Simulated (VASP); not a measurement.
Output of a VASP run:

**OSZICAR**
```
       N       E                     dE             d eps       ncg     rms          rms(c)
DAV:   1     0.382822531225E+02    0.38282E+02   -0.82804E+03  7594   0.129E+03
DAV:   2    -0.229444519136E+02   -0.61227E+02   -0.57863E+02  9984   0.258E+02
DAV:   3    -0.251268828388E+02   -0.21824E+01   -0.21588E+01  9658   0.418E+01
DAV:   4    -0.251451455919E+02   -0.18263E-01   -0.18197E-01  8891   0.380E+00
DAV:   5    -0.251454607892E+02   -0.31520E-03   -0.31474E-03  9780   0.356E-01    0.539E+01
DAV:   6    -0.225779210376E+02    0.25675E+01   -0.13103E+01  8802   0.263E+01    0.435E+01
DAV:   7    -0.225111820284E+02    0.66739E-01   -0.61977E-01  8743   0.716E+00    0.257E+01
DAV:   8    -0.224951474131E+02    0.16035E-01   -0.85951E-02  9070   0.286E+00    0.472E+00
DAV:   9    -0.224888409757E+02    0.63064E-02   -0.36968E-02  9016   0.137E+00    0.168E+00
DAV:  10    -0.224883544567E+02    0.48652E-03   -0.24310E-03  8987   0.436E-01    0.115E-01
DAV:  11    -0.224883635964E+02   -0.91398E-05   -0.86663E-05  9161   0.102E-01    0.529E-02
DAV:  12    -0.224883611334E+02    0.24630E-05   -0.84155E-06  8852   0.274E-02    0.131E-02
DAV:  13    -0.224883610756E+02    0.57818E-07   -0.42646E-07  4868   0.718E-03
   1 F= -.22488361E+02 E0= -.22488365E+02  d E =0.130914E-04
```

**OUTCAR**
```
------------------------ aborting loop because EDIFF is reached ----------------------------------------
  FORCE on cell =-STRESS in cart. coord.  units (eV):
  Direction    XX          YY          ZZ          XY          YZ          ZX
  --------------------------------------------------------------------------------------
  Total        0.5791192     -0.9413551      1.2250287      0.0000000      0.0000000      0.0000000
  in kB       41.3716573    -67.2494066     87.5147514      0.0000000      0.0000000      0.0000000
  external PRESSURE =      20.5456674 kB  Pullay stress =       0.0000000 kB
  volume of cell :       22.43
      direct lattice vectors                 reciprocal lattice vectors
     0.000000000  2.275153000  2.210966000    -0.224293699  0.219765440  0.226145495
     2.229220000  0.000000000  2.210966000     0.224293699 -0.219765440  0.226145495
     2.229220000  2.275153000  0.000000000     0.224293699  0.219765440 -0.226145495
 POSITION                                       TOTAL-FORCE (eV/Angst)
 -----------------------------------------------------------------------------------
      0.00000      0.00000      0.00000         0.272261      0.000000      0.000000
      2.24924      2.27515      2.21097        -0.272261      0.000000      0.000000
 -----------------------------------------------------------------------------------
    total drift:                               -0.000123      0.000000      0.000000
  FREE ENERGIE OF THE ION-ELECTRON SYSTEM (eV)
  ---------------------------------------------------
  free  energy   TOTEN  =       -22.4883610756 eV

  energy  without entropy=      -22.4883741670  energy(sigma->0) =      -22.48836544
```
(Selected blocks of OUTCAR.)

**POSCAR**
```
HfN
1
    0.0000000000     2.2751530000     2.2109660000
    2.2292200000     0.0000000000     2.2109660000
    2.2292200000     2.2751530000     0.0000000000
Hf N
1 1
Direct
  0.0000000000   0.0000000000   0.0000000000
  0.4955090000   0.5044910000   0.5044910000
```

Q: Write an INCAR and KPOINTS that could have produced this output.

A: One answer among several that fit: the input of the run itself, AM05 GGA, plane waves, VASP's PBE PAW potentials (set 64).

### INCAR
```
SYSTEM = HfN
PREC = Accurate; ENCUT = 520; LREAL = .FALSE.
LASPH = .TRUE.
EDIFF = 1E-6; NELM = 100; ALGO = Normal
LMAXMIX = 6
ISMEAR = 1; SIGMA = 0.1
GGA = AM
ISIF = 2
LWAVE = .FALSE.; LCHARG = .FALSE.
```

File KPOINTS:
```
K-points
0
G
  13 13 13
```

POTCAR, in this order: Hf_pv N (PBE.64 set). Program: vasp_std.

The compound is HfN in the rock salt structure. The cell was not relaxed at this level, atoms are displaced from their ideal sites. The run is one of a series of settings (GGA = AM against the base run), some of them coarse on purpose. The electron count is odd and the run is not spin-polarised, which forces a metal.
